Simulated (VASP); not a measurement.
**LiBr (rock salt): computed properties**

All values below come from PBEsol GGA, VASP's PBE PAW potentials (set 64) (plane waves; VASP).

| Quantity | Value |
|---|---|
| space group | Fm-3m (225) |
| cell | a = b = c = 5.4143 Å, α = β = γ = 90.00° |
| volume per atom | 19.84 Å³/atom |
| band gap (over mesh and band path) | 4.98 eV |
| smallest direct gap (over mesh and band path) | 4.99 eV |
| band-edge character | indirect, K-Γ at 0.79 to Γ |
| density | 3.63 g/cm³ |
| mean ε∞ (DFPT) | 3.57 |
| mean ε∞ (independent particles) | 3.91 |

```cif
data_BrLi
_chemical_formula_sum 'Li1 Br1'
_space_group_name_H-M_alt 'P 1'
_space_group_IT_number 1
_cell_length_a 3.82852
_cell_length_b 3.82852
_cell_length_c 3.82852
_cell_angle_alpha 60.000
_cell_angle_beta 60.000
_cell_angle_gamma 60.000
loop_
_space_group_symop_operation_xyz
  'x, y, z'
loop_
_atom_site_label
_atom_site_type_symbol
_atom_site_fract_x
_atom_site_fract_y
_atom_site_fract_z
_atom_site_occupancy
Li1 Li 0.00000 0.00000 0.00000 1
Br1 Br 0.50000 0.50000 0.50000 1
```

Measured: gap 7.60 eV (computed value off by -2.62 eV), as given by Abedi et al., (2022), arXiv:2211.14644; ε∞ 3.16 at 297 K (computed value off by +13.0 %), as given by H. H. Li, Journal of Physical and Chemical Reference Data (1976), doi:10.1063/1.555536 [long-wavelength limit of the electronic terms of a dispersion formula fitted to measured refractive indices over 0.21-20.0 um; lattice terms left out].

The compound is LiBr in the rock salt structure. It was relaxed first. Symmetry was kept, so distortions that lower it aren't found.
